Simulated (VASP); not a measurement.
Here is the system:

```xyz
2
Lattice="0.0000 2.9379 2.9379 2.9379 0.0000 2.9379 2.9379 2.9379 0.0000" Properties=species:S:1:pos:R:3 pbc="T T T"
Eu     0.0000     0.0000     0.0000
S      2.9379     2.9379     2.9379
```

The numbers are results of PBE GGA, VASP's PBE PAW potentials (set 64) (plane waves; VASP 6.6.1), not measurements. Settings: 480 eV cut-off, 8×8×8 Γ-centred mesh, Gaussian smearing of 0.050 eV, potentials Eu_2 S.

The 4f electrons are frozen in the core of the lanthanide potential, so 4f levels, which can set the real gap, and their magnetism are missing.

Problem. Predict the energy per atom (σ→0), band gap (on the k-mesh) with the smallest direct gap where there is one.

Solution. 
- band gap (on the k-mesh) = 2.01 eV
- smallest direct gap (on the k-mesh) = 2.44 eV
- energy per atom (σ→0) = -513.2 kJ/mol of atoms

Total energies compare only between runs with the same potentials, cut-off and functional.

The compound is EuS in the rock salt structure. It was relaxed first.
